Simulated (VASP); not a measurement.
Consider the following.

```
Tl
1.0
    3.14224     0.00000     0.00000
    0.00000     3.14224     0.00000
    0.00000     0.00000     3.14224
Tl
1
Direct
  0.00000   0.00000   0.00000
```

The numbers are results of PBEsol GGA, VASP's PBE PAW potentials (set 64) (plane waves; VASP), not measurements. Numerical set-up: 400 eV cut-off, Gaussian smearing of 0.050 eV, potentials Tl_d.

Give the energies of bands 6 to 9 at the high-symmetry points, in eV from the Fermi level.

```
band      Γ      X      M      R
----  -----  -----  -----  -----
6     -9.90  -6.46  -3.49  -0.39
7      6.89  -3.18  -0.58   1.97
8      6.89   9.82  -0.58   1.97
9      6.89   9.82   4.62   1.97
```

It has no gap at this level: it comes out as a metal or semimetal.

The structure was generated: Tl was put into the simple-cubic type (Pm-3m), which need not be its known phase. It was relaxed first.
